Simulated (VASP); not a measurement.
An input for Quantum ESPRESSO's pw.x (written as the equivalent of a VASP run, and not itself run):

```
&CONTROL
  calculation = 'scf'
  pseudo_dir = './pseudo'
  outdir = './out'
  tprnfor = .true.
  tstress = .true.
/
&SYSTEM
  ibrav = 0
  nat = 3
  ntyp = 2
  ecutwfc = 84
  occupations = 'smearing'
  smearing = 'gaussian'
  degauss = 0.003675
  input_dft = 'pbe'
/
&ELECTRONS
  conv_thr = 7.3e-08
  electron_maxstep = 100
/
ATOMIC_SPECIES
  N 14.007 N.upf
  Ta 180.948 Ta.upf
CELL_PARAMETERS angstrom
     2.9055310    0.0000000    0.0000000
    -1.4527650    2.5162630    0.0000000
     0.0000000    0.0000000   16.3510660
ATOMIC_POSITIONS crystal
  N    0.0000000  0.0000000  0.5000000
  Ta   0.3333330  0.6666670  0.5718930
  Ta   0.6666670  0.3333330  0.4281070
K_POINTS automatic
  7 7 1 0 0 0
```

Problem. Translate this input to VASP (INCAR, KPOINTS, POSCAR, choice of POTCAR).

Solution. This is not unique; one that fits is 
### POSCAR
```
Ta2N
1
    2.9055310000     0.0000000000     0.0000000000
   -1.4527650000     2.5162630000     0.0000000000
    0.0000000000     0.0000000000    16.3510660000
N Ta
1 2
Direct
  0.0000000000   0.0000000000   0.5000000000
  0.3333330000   0.6666670000   0.5718930000
  0.6666670000   0.3333330000   0.4281070000
```

INCAR:
```
SYSTEM = Ta2N
PREC = Accurate; ENCUT = 400; LREAL = F
LASPH = T
EDIFF = 1E-6; NELM = 100; ALGO = Normal
LMAXMIX = 6
ISMEAR = 0; SIGMA = 0.05
GGA = PE
ISIF = 2
LWAVE = F; LCHARG = F
```

### KPOINTS
```
Automatic mesh
0
Gamma
7 7 1
0 0 0
```

POTCAR, in this order: N Ta_pv (PBE.64 set). Program: vasp_std.

The two are equivalent in intent, not identical: the potentials are each code's own (VASP's PAW set, PseudoDojo norm-conserving files in pw.x), so ENCUT and ecutwfc are chosen apart and not converted; conv_thr bounds pw.x's estimated SCF error, while EDIFF bounds the energy change between steps.

The cell is a sheet with vacuum, built from a generated structure.
